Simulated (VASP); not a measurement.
VASP runs on WC (wc) share one base input (PBE GGA, plane waves, VASP's PBE PAW potentials (set 64)) and change the settings named in each case.

**INCAR**
```
SYSTEM  =  WC
PREC  =  Accurate; ENCUT  =  520; LREAL  =  .FALSE.
LASPH  =  .TRUE.
EDIFF  =  1E-6; NELM  =  100; ALGO  =  Normal
LMAXMIX  =  6
ISMEAR  =  1; SIGMA  =  0.1
GGA  =  PE
ISIF  =  2
LWAVE  =  .FALSE.; LCHARG  =  .FALSE.
```

### POSCAR
```
WC
1
    1.4550000000    -2.5201340000     0.0000000000
    1.4550000000     2.5201340000     0.0000000000
    0.0000000000     0.0000000000     2.8400000000
W C
1 1
Direct
  0.0000000000   0.0000000000   0.0000000000
  0.3333330000   0.6666670000   0.5000000000
```

File KPOINTS:
```
Automatic mesh
0
Gamma
13 13 12
0 0 0
```

POTCAR, in this order: W_sv C (PBE.64 set). Program: vasp_std.

| change | E(σ→0) (eV/atom) | −TS (eV) |
|---|---|---|
| base run | -11.2222 | -0.0004 |
| ISMEAR = -1 | -11.2225 | -0.0098 |
| ISMEAR = 2, SIGMA = 0.02 | -11.2222 | 0.0000 |
| ISMEAR = 0, SIGMA = 0.05 | -11.2222 | -0.0006 |
| ISMEAR = 0, SIGMA = 0.01 | -11.2222 | -0.0001 |
| ISMEAR = -1, SIGMA = 0.01 | -11.2222 | -0.0002 |
| ISMEAR = -5, SIGMA removed | -11.2226 | 0.0000 |
| ISMEAR = -4, SIGMA removed | -11.2187 | 0.0000 |
 Unless said otherwise, spin-orbit coupling is left out, though it shifts the bands of the heavy elements here.

Left out are runs that ran out of time, are held back, or changed the cell or the kind of run, fixed moments of cells without a moment, rows past the twelfth, gaps on odd meshes, pressures of charged cells and columns that move by less than the noise.

The compound is WC in the wc structure. The cell was not relaxed at this level.
